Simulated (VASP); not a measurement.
An input for Ansatz (written as the equivalent of a VASP run, and not itself run):

Ansatz 0.2 input:
```yaml
crystal:
  lattice:
    - [-1.3927679, 1.3927679, 1.3927679]
    - [1.3927679, -1.3927679, 1.3927679]
    - [1.3927679, 1.3927679, -1.3927679]
  atoms:
    - { symbol: Fe, position: [0.0000000, 0.0000000, 1.0000000], spin: 2.1 }
kpoints:
  mp_grid: { grid: [16, 16, 16] }
hamiltonian:
  xc: pbesol
  pseudopotentials: { kind: paw }
magnetization: { spin_polarized: true }
scf:
  occupations: { method: methfessel_paxton, width: 0.1 }
  max_iter: 100
relax:
  max_steps: 60
  f_tol: 0.01
  cell: {}
output: { forces: true, stress: true, eigenvalues: true }
```

### Question
Write the VASP files for the same calculation (PBEsol).

### Answer
This is not unique; one that fits is 
### INCAR
```
! general
SYSTEM   =  Fe
PREC     =  Accurate
ENCUT    =  480
LREAL    =  .FALSE.
LASPH    =  .TRUE.

! electronic loop
EDIFF    =  1E-6
NELM     =  100
ALGO     =  Normal
LMAXMIX  =  4

! smearing
ISMEAR   =  1
SIGMA    =  0.1

! functional
GGA      =  PS

! spin
ISPIN    =  2
MAGMOM   =  2.1

! ions
IBRION   =  2
NSW      =  60
ISIF     =  3
EDIFFG   =  -0.01

! output
LWAVE    =  .FALSE.
LCHARG   =  .FALSE.
LORBIT   =  10
```

File POSCAR:
```
Fe
1
   -1.3927678589     1.3927678589     1.3927678589
    1.3927678589    -1.3927678589     1.3927678589
    1.3927678589     1.3927678589    -1.3927678589
Fe
1
Direct
  0.0000000000   0.0000000000   1.0000000000
```

File KPOINTS:
```
K-points
0
gamma
16 16 16
0 0 0
```

POTCAR, in this order: Fe (PBE.64 set). Program: vasp_std.

The two are equivalent in intent, not identical: each code has its own PAW files, so the cut-off isn't converted (ENCUT is set for VASP's; basis.ecutwfc is left out, and Ansatz then takes the one that its files recommend); Ansatz stops its SCF on the density residual and VASP on the energy change (EDIFF).

The compound is Fe in the bcc structure. It was relaxed first, which changed the volume by -9 %. The start is the result of an earlier pass.
